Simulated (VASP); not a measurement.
Here is the system:

```xyz
4
Lattice="2.0700 -3.5853 0.0000 2.0700 3.5853 0.0000 0.0000 0.0000 6.7200" Properties=species:S:1:pos:R:3 pbc="T T T"
Cd     2.0700    -1.1951     3.3600
Cd     2.0700     1.1951     0.0000
S      2.0700    -1.1951     5.8934
S      2.0700     1.1951     2.5334
```

Method: PBE GGA, VASP's PBE PAW potentials (set 64) (plane waves; VASP). Run with 400 eV cut-off, 5×5×3 Γ-centred mesh, Gaussian smearing of 0.050 eV, potentials Cd S.

Task: Give the stress tensor in GPa (positive for a compressed cell).

Result: 
```
2.46  0.00  0.00
0.00  2.46  0.00
0.00  0.00  2.57
```
The pressure is its mean diagonal, 2.49 GPa.

The compound is CdS in the wurtzite structure. The cell was not relaxed at this level.
